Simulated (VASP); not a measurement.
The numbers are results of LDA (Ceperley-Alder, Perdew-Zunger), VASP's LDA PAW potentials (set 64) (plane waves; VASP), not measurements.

VASP input:

### POSCAR
```
CeO2
1
    0.0000000000     2.6414094096     2.6414094096
    2.6414094096     0.0000000000     2.6414094096
    2.6414094096     2.6414094096    -0.0000000000
Ce O
1 2
Direct
  0.0000000000   0.0000000000   0.0000000000
  0.2500000000   0.2500000000   0.2500000000
  0.7500000000   0.7500000000   0.7500000000
```

KPOINTS:
```
Automatic mesh
0
Gamma
7 7 7
0 0 0
```

INCAR:
```
# general
SYSTEM =CeO2
PREC   =Accurate
ENCUT  =620   # plane-wave cut-off (eV)
LREAL  =.FALSE.   # projection in real space or not
LASPH  =.TRUE.   # aspherical one-centre terms

# electronic loop
EDIFF  =1E-6
NELM   =100   # most electronic steps
ALGO   =Normal   # blocked Davidson
LMAXMIX=6   # l cut-off of mixed one-centre charges

# smearing
ISMEAR =0   # Gaussian
SIGMA  =0.05   # width (eV)

# ions
IBRION =2
NSW    =40
ISIF   =3
EDIFFG =-0.02   # ionic stop
PSTRESS=100   # kbar

# output
LWAVE  =.FALSE.
LCHARG =.FALSE.
```

POTCAR, in this order: Ce O (LDA.64 set). Program: vasp_std.

The run wrote:

File OUTCAR:
```
 ion  position               nearest neighbor table
   1  0.000  0.000  0.000-   2 2.29   3 2.29   3 2.29   3 2.29   3 2.29   2 2.29   2 2.29   2 2.29
  LATTYP: Found a face centered cubic cell.
 ALAT       =     5.2828188192
 Subroutine PRICEL returns:
 Original cell was already a primitive cell.
 Subroutine GETGRP returns: Found 48 space group operations
The static configuration has the point symmetry O_h .
The dynamic configuration has the point symmetry O_h .
 Subroutine INISYM returns: Found 48 space group operations
 Subroutine IBZKPT returns following result:
 Found     20 irreducible k-points:

 Following reciprocal coordinates:
            Coordinates               Weight
  0.000000  0.000000  0.000000      1.000000
  0.142857  0.000000  0.000000      8.000000
  0.285714  0.000000  0.000000      8.000000
  0.428571  0.000000  0.000000      8.000000
  0.142857  0.142857  0.000000      6.000000
  0.285714  0.142857  0.000000     24.000000
  0.428571  0.142857  0.000000     24.000000
 -0.428571  0.142857  0.000000     24.000000
 -0.285714  0.142857  0.000000     24.000000
 -0.142857  0.142857  0.000000     12.000000
  0.285714  0.285714  0.000000      6.000000
  0.428571  0.285714  0.000000     24.000000
 -0.428571  0.285714  0.000000     24.000000
 -0.285714  0.285714  0.000000     12.000000
  0.428571  0.428571  0.000000      6.000000
 -0.428571  0.428571  0.000000     12.000000
  0.428571  0.285714  0.142857     24.000000
 -0.428571  0.285714  0.142857     48.000000
 -0.428571  0.428571  0.142857     24.000000
 -0.285714  0.428571  0.142857     24.000000
   k-points           NKPTS =     20   k-points in BZ     NKDIM =     20   number of bands    NBANDS=     16
   number of dos      NEDOS =    301   number of ions     NIONS =      3
   total plane-waves  NPLWV =  27000
   dimension x,y,z NGX =    30 NGY =   30 NGZ =   30
   dimension x,y,z NGXF=    60 NGYF=   60 NGZF=   60
   ions per type =               1   2
   PREC   = accura    normal or accurate (medium, high low for compatibility)
   ISTART =      0    job   : 0-new  1-cont  2-samecut
   ICHARG =      2    charge: 1-file 2-atom 10-const
   ISPIN  =      1    spin polarized calculation?
   LNONCOLLINEAR =      F non collinear calculations
   LSORBIT =      F    spin-orbit coupling
   INIWAV =      1    electr: 0-lowe 1-rand  2-diag
   ENCUT  =  620.0 eV  45.57 Ry    6.75 a.u.   7.58  7.58  7.58*2*pi/ulx,y,z
   NELM   =    100;   NELMIN=  2; NELMDL= -5     # of ELM steps
   EDIFF  = 0.1E-05   stopping-criterion for ELM
   LREAL  =      F    real-space projection
   NLSPLINE    = F    spline interpolate recip. space projectors
   LMAXMIX     =    6 max onsite mixed and CHGCAR
   VOSKOWN=      0    Vosko Wilk Nusair interpolation
   EDIFFG = -.2E-01   stopping-criterion for IOM
   NSW    =     40    number of steps for IOM
   NBLOCK =      1;   KBLOCK =     40    inner block; outer block
   IBRION =      2    ionic relax: 0-MD 1-quasi-New 2-CG
   NFREE  =      1    steps in history (QN), initial steepest desc. (CG)
   ISIF   =      3    stress and relaxation
   ISYM   =      2    0-nonsym 1-usesym 2-fastsym
   TEIN   =    0.0    initial temperature
   TEBEG  =    0.0;   TEEND  =   0.0 temperature during run
   SMASS  =  -3.00    Nose mass-parameter (am)
   PSTRESS=  100.0 pullay stress
   NELECT =      24.0000    total number of electrons
   EFERMI =   0.00;   METHOD = LEGACY
   ISMEAR =     0;   SIGMA  =   0.05  broadening in eV -4-tet -1-fermi 0-gaus
   IALGO  =     38    algorithm
   LDIAG  =      T    sub-space diagonalisation (order eigenvalues)
   IMIX   =      4    mixing-type and parameters
     AMIX     =   0.40;   BMIX     =  1.00
     AMIX_MAG =   1.60;   BMIX_MAG =  1.00
     AMIN     =   0.10
...
```

File OSZICAR:
```
       N       E                     dE             d eps       ncg     rms          rms(c)
DAV:   1     0.231652686294E+03    0.23165E+03   -0.12913E+04   640   0.220E+03
DAV:   2     0.469565483038E+01   -0.22696E+03   -0.21375E+03   920   0.319E+02
DAV:   3    -0.328103626816E+02   -0.37506E+02   -0.35149E+02   776   0.157E+02
DAV:   4    -0.340520568116E+02   -0.12417E+01   -0.12414E+01   992   0.308E+01
DAV:   5    -0.341435889383E+02   -0.91532E-01   -0.91528E-01  1080   0.623E+00    0.145E+03
DAV:   6    -0.312700771275E+02    0.28735E+01   -0.80041E+01   928   0.584E+01    0.228E+02
DAV:   7    -0.448916389925E+02   -0.13622E+02   -0.42433E+02   936   0.255E+02    0.794E+02
DAV:   8    -0.400816953125E+02    0.48099E+01   -0.15511E+01   904   0.494E+01    0.576E+02
DAV:   9    -0.334954560880E+02    0.65862E+01   -0.97286E+00   968   0.272E+01    0.526E+02
DAV:  10    -0.352406842823E+02   -0.17452E+01   -0.89231E-01  1096   0.105E+01    0.620E+02
DAV:  11    -0.331858448685E+02    0.20548E+01   -0.61253E-01  1040   0.886E+00    0.551E+02
DAV:  12    -0.289511367136E+02    0.42347E+01   -0.10220E+01   976   0.308E+01    0.111E+02
DAV:  13    -0.290139334908E+02   -0.62797E-01   -0.73416E-01   976   0.564E+00    0.153E+02
DAV:  14    -0.288218529975E+02    0.19208E+00   -0.75568E-01   984   0.809E+00    0.204E+01
DAV:  15    -0.288954551671E+02   -0.73602E-01   -0.26536E-01  1016   0.466E+00    0.131E+02
DAV:  16    -0.288383107993E+02    0.57144E-01   -0.16641E+00   952   0.109E+01    0.939E+01
DAV:  17    -0.288282139110E+02    0.10097E-01   -0.97133E-01   960   0.870E+00    0.660E+01
DAV:  18    -0.288220154633E+02    0.61984E-02   -0.57052E-01   952   0.635E+00    0.649E+01
DAV:  19    -0.288097050747E+02    0.12310E-01   -0.27613E-01   976   0.461E+00    0.243E+01
DAV:  20    -0.288091974509E+02    0.50762E-03   -0.82133E-02   976   0.245E+00    0.249E+01
DAV:  21    -0.288070267010E+02    0.21707E-02   -0.26014E-02   952   0.143E+00    0.350E+00
DAV:  22    -0.288071012864E+02   -0.74585E-04   -0.29190E-03  1024   0.479E-01    0.604E+00
DAV:  23    -0.288069980841E+02    0.10320E-03   -0.44624E-04   968   0.197E-01    0.223E+00
DAV:  24    -0.288069860327E+02    0.12051E-04   -0.54741E-05  1000   0.650E-02    0.113E+00
DAV:  25    -0.288069856513E+02    0.38143E-06   -0.17767E-06   576   0.109E-02
   1 F= -.26506463E+02 E0= -.26506463E+02  d E =-.265065E+02
```

**OUTCAR**
```
------------------------ aborting loop because EDIFF is reached ----------------------------------------
  FORCE on cell =-STRESS in cart. coord.  units (eV):
  Direction    XX          YY          ZZ          XY          YZ          ZX
  --------------------------------------------------------------------------------------
  Total        2.3160854      2.3160854      2.3160854     -0.0000000      0.0000000     -0.0000000
  in kB      100.6764742    100.6764742    100.6764742     -0.0000000      0.0000000     -0.0000000
  external PRESSURE =       0.6764742 kB  Pullay stress =     100.0000000 kB
  volume of cell :       36.86
      direct lattice vectors                 reciprocal lattice vectors
     0.000000000  2.641409410  2.641409410    -0.189292882  0.189292882  0.189292882
     2.641409410  0.000000000  2.641409410     0.189292882 -0.189292882  0.189292882
     2.641409410  2.641409410  0.000000000     0.189292882  0.189292882 -0.189292882
 POSITION                                       TOTAL-FORCE (eV/Angst)
 -----------------------------------------------------------------------------------
      0.00000      0.00000      0.00000         0.000000      0.000000      0.000000
      1.32070      1.32070      1.32070         0.000000     -0.000000     -0.000000
      3.96211      3.96211      3.96211        -0.000000     -0.000000      0.000000
 -----------------------------------------------------------------------------------
    total drift:                                0.000000     -0.000000      0.000000
  FREE ENERGIE OF THE ION-ELECTRON SYSTEM (eV)
  ---------------------------------------------------
  free  energy   TOTEN  =       -28.8069856513 eV

  energy  without entropy=      -28.8069856513  energy(sigma->0) =      -28.80698565
  enthalpy is  TOTEN    =       -26.5064626750 eV   P V=        2.3005229763

 reached required accuracy - stopping structural energy minimisation
```
(Selected blocks of OUTCAR.)

The compound is CeO2 in the fluorite structure. It was relaxed first under an external pressure of 10 GPa. The run is not spin-polarised, so no magnetic state was tried.
